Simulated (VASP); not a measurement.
These are PBEsol GGA, VASP's PBE PAW potentials (set 64) (plane waves; VASP) values and carry that method's errors.

The input files of a VASP run:

**INCAR**
```
PREC  =  Accurate
NSW  =  60
ENCUT  =  480
GGA  =  PS   ! PBEsol
LASPH  =  .TRUE.   ! aspherical one-centre terms
LCHARG  =  .FALSE.
IBRION  =  2   ! conjugate gradients
LWAVE  =  .FALSE.
EDIFF  =  1E-6   ! SCF stop (eV)
ISIF  =  3
NELM  =  100   ! most electronic steps
ISMEAR  =  1   ! Methfessel-Paxton
LMAXMIX  =  6
ALGO  =  Normal
SIGMA  =  0.1   ! width (eV)
EDIFFG  =  -0.02
SYSTEM  =  PtAl2
LREAL  =  .FALSE.   ! projection in real space or not
```

**POSCAR**
```
PtAl2
1
    0.0000000000     2.9471763012     2.9471763012
    2.9471763012    -0.0000000000     2.9471763012
    2.9471763012     2.9471763012    -0.0000000000
Al Pt
2 1
Direct
  0.2500000000   0.2500000000   0.2500000000
  0.7500000000   0.7500000000   0.7500000000
  0.0000000000   0.0000000000   0.0000000000
```

**KPOINTS**
```
Automatic mesh
0
Gamma
8 8 8
0 0 0
```

POTCAR, in this order: Al Pt (PBE.64 set). Program: vasp_std.

Output of the run:

**OSZICAR**
```
       N       E                     dE             d eps       ncg     rms          rms(c)
DAV:   1     0.453766054902E+02    0.45377E+02   -0.64444E+03   704   0.106E+03
DAV:   2    -0.166917516866E+02   -0.62068E+02   -0.55383E+02   796   0.181E+02
DAV:   3    -0.183856594455E+02   -0.16939E+01   -0.16744E+01   872   0.295E+01
DAV:   4    -0.184006509574E+02   -0.14992E-01   -0.14987E-01   840   0.325E+00
DAV:   5    -0.184008803013E+02   -0.22934E-03   -0.22933E-03   872   0.429E-01    0.908E+00
DAV:   6    -0.178813989602E+02    0.51948E+00   -0.27268E+00   792   0.162E+01    0.227E+00
DAV:   7    -0.177876722817E+02    0.93727E-01   -0.21732E-01   784   0.480E+00    0.171E+00
DAV:   8    -0.177499875170E+02    0.37685E-01   -0.34730E-02   804   0.174E+00    0.266E-01
DAV:   9    -0.177497010730E+02    0.28644E-03   -0.21094E-03   836   0.444E-01    0.170E-01
DAV:  10    -0.177497453802E+02   -0.44307E-04   -0.24354E-04   812   0.142E-01    0.198E-02
DAV:  11    -0.177497407787E+02    0.46014E-05   -0.18587E-05   840   0.454E-02    0.883E-03
DAV:  12    -0.177497408098E+02   -0.31091E-07   -0.14728E-06   544   0.994E-03
   1 F= -.17749741E+02 E0= -.17750073E+02  d E =-.177497E+02
```

OUTCAR:
```
------------------------ aborting loop because EDIFF is reached ----------------------------------------
  FORCE on cell =-STRESS in cart. coord.  units (eV):
  Direction    XX          YY          ZZ          XY          YZ          ZX
  --------------------------------------------------------------------------------------
  Total        0.0363088      0.0363088      0.0363088      0.0000000     -0.0000000      0.0000000
  in kB        1.1362497      1.1362497      1.1362497      0.0000000     -0.0000000      0.0000000
  external PRESSURE =       1.1362497 kB  Pullay stress =       0.0000000 kB
  volume of cell :       51.20
      direct lattice vectors                 reciprocal lattice vectors
     0.000000000  2.947176301  2.947176301    -0.169653916  0.169653916  0.169653916
     2.947176301  0.000000000  2.947176301     0.169653916 -0.169653916  0.169653916
     2.947176301  2.947176301  0.000000000     0.169653916  0.169653916 -0.169653916
 POSITION                                       TOTAL-FORCE (eV/Angst)
 -----------------------------------------------------------------------------------
      1.47359      1.47359      1.47359        -0.000000      0.000000      0.000000
      4.42076      4.42076      4.42076         0.000000     -0.000000     -0.000000
      0.00000      0.00000      0.00000         0.000000      0.000000      0.000000
 -----------------------------------------------------------------------------------
    total drift:                                0.000000     -0.000000     -0.000000
  FREE ENERGIE OF THE ION-ELECTRON SYSTEM (eV)
  ---------------------------------------------------
  free  energy   TOTEN  =       -17.7497408098 eV

  energy  without entropy=      -17.7507380342  energy(sigma->0) =      -17.75007322

 reached required accuracy - stopping structural energy minimisation
```
(Selected blocks of OUTCAR.)

The compound is PtAl2 in the fluorite structure. It was relaxed first. The start is the result of an earlier pass.
